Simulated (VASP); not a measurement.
Computed with PBEsol GGA, VASP's PBE PAW potentials (set 64) (plane waves; VASP).

A VASP calculation is set up with these files.

### INCAR
```
! general
SYSTEM   =  Te
PREC     =  Accurate
ENCUT    =  520
LREAL    =  .FALSE.
LASPH    =  .TRUE.

! electronic loop
EDIFF    =  1E-7
NELM     =  100
ALGO     =  Normal
LMAXMIX  =  4

! smearing
ISMEAR   =  1
SIGMA    =  0.1

! functional
GGA      =  PS

! ions
IBRION   =  2
NSW      =  30
ISIF     =  4
EDIFFG   =  -0.01

! output
LWAVE    =  .FALSE.
LCHARG   =  .FALSE.
```

### KPOINTS
```
K-points
0
G
10 10 6
```

POSCAR:
```
Te
1
    2.2013206553    -3.8127989411     0.0000000000
    2.2013206553     3.8127989411     0.0000000000
    0.0000000000     0.0000000000     6.0745304192
Te
3
Direct
  0.0000000000   0.2842817063   0.6666670000
  0.7157182937   0.7157182937   0.0000000000
  0.2842817063   0.0000000000   0.3333330000
```

POTCAR, in this order: Te (PBE.64 set). Program: vasp_std.

Q: What will the output report for the number of irreducible k-points (NKPTS), largest plane-wave count, number of space-group operations, FFT grid (NGX, NGY, NGZ)?

A: 
The number of irreducible k-points (NKPTS) is 72. The largest plane-wave count is 2764 and the number of space-group operations comes out as 6. The FFT grid (NGX, NGY, NGZ) is 36 × 36 × 48.

The compound is Te in the trig structure. This cell is one point of a volume scan, at 1.06 of the reference volume. Symmetry was kept, so distortions that lower it aren't found.
